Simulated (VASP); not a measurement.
An input for Quantum ESPRESSO's pw.x (written as the equivalent of a VASP run, and not itself run):

```
&CONTROL
  calculation = 'vc-relax'
  pseudo_dir = './pseudo'
  outdir = './out'
  tprnfor = .true.
  tstress = .true.
  nstep = 60
  forc_conv_thr = 0.00039
/
&SYSTEM
  ibrav = 0
  nat = 2
  ntyp = 2
  ecutwfc = 62.5
  occupations = 'smearing'
  smearing = 'gaussian'
  degauss = 0.003675
  input_dft = 'vdw-df-ob86'
/
&ELECTRONS
  conv_thr = 7.3e-08
  electron_maxstep = 100
/
&IONS
/
&CELL
/
ATOMIC_SPECIES
  Pb 207.200 Pb.upf
  S 32.060 S.upf
CELL_PARAMETERS angstrom
     0.0000000    2.9700000    2.9700000
     2.9700000    0.0000000    2.9700000
     2.9700000    2.9700000    0.0000000
ATOMIC_POSITIONS crystal
  Pb   0.0000000  0.0000000  0.0000000
  S    0.5000000  0.5000000  0.5000000
K_POINTS automatic
  7 7 7 0 0 0
```

Problem. Translate this input to VASP (INCAR, KPOINTS, POSCAR, choice of POTCAR).

Solution. One answer among several that fit: 
**KPOINTS**
```
Automatic
0
Gamma
 7 7 7
0 0 0
```

INCAR:
```
! general
SYSTEM   = PbS
PREC     = Accurate
ENCUT    = 520
LREAL    = F
LASPH    = T

! electronic loop
EDIFF    = 1E-6
NELM     = 100
ALGO     = Normal
LMAXMIX  = 4

! smearing
ISMEAR   = 0
SIGMA    = 0.05

! functional
GGA      = MK
LUSE_VDW = T
AGGAC    = 0.0
PARAM1   = 0.1234
PARAM2   = 1.0

! ions
IBRION   = 2
NSW      = 60
ISIF     = 3
EDIFFG   = -0.01

! output
LWAVE    = F
LCHARG   = F
```

File POSCAR:
```
PbS
1.0
  0.0000000000   2.9700000000   2.9700000000
  2.9700000000   0.0000000000   2.9700000000
  2.9700000000   2.9700000000   0.0000000000
Pb S
1 1
Cart
  0.0000000000   0.0000000000   0.0000000000
  2.9700000000   2.9700000000   2.9700000000
```

POTCAR, in this order: Pb_d S (PBE.64 set). Program: vasp_std.

The two are equivalent in intent, not identical: the potentials are each code's own (VASP's PAW set, PseudoDojo norm-conserving files in pw.x), so ENCUT and ecutwfc are chosen apart and not converted; conv_thr bounds pw.x's estimated SCF error, while EDIFF bounds the energy change between steps; forc_conv_thr acts on force components and is met together with etot_conv_thr.

The compound is PbS in the rock salt structure. This run relaxes it. Symmetry was kept, so distortions that lower it aren't found.
